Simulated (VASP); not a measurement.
Here is the system:

```xyz
1
Lattice="3.3760 0.0000 0.0000 0.0000 3.3760 0.0000 0.0000 0.0000 3.3760" Properties=species:S:1:pos:R:3 pbc="T T T"
I      0.0000     0.0000     0.0000
```

All values below come from PBEsol GGA, VASP's PBE PAW potentials (set 64) (plane waves; VASP). Settings: 400 eV cut-off, Gaussian smearing of 0.050 eV, potentials I.

Unless said otherwise, spin-orbit coupling is left out, though it shifts the bands of the heavy elements here.

Question: Estimate the band gap (along the path) with the smallest direct gap where there is one.

Answer: 
- band gap (along the path): none (metal, semimetal or under 0.01 eV)

The absolute energy has meaning only against runs of the same code, potentials and settings.

The structure was generated: I was put into the simple-cubic type (Pm-3m), which need not be its known phase. It was relaxed first.
